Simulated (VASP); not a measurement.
Computed with PBEsol GGA, VASP's PBE PAW potentials (set 64) (plane waves; VASP). For the first row: Numerical set-up: 400 eV cut-off, 10×10×9 Γ-centred mesh, tetrahedra with Blöchl corrections, potentials Zr_sv Si.

| system | energy (eV/atom) |
|---|---|
| ZrSi$_{2}$ (sg63) | -7.6175 |
| Zr (hcp) | -9.0803 |
| Si (diamond) | -5.7459 |

The references are the elements' solids at the same level; no temperature or zero-point terms are added.

Task: What is the formation energy per atom of ZrSi₂?

Result: The references average (2×(-9.0803) + 4×(-5.7459))/6 = -6.8574 eV, so the formation energy is -7.6175 − (-6.8574) = -0.760 eV/atom.
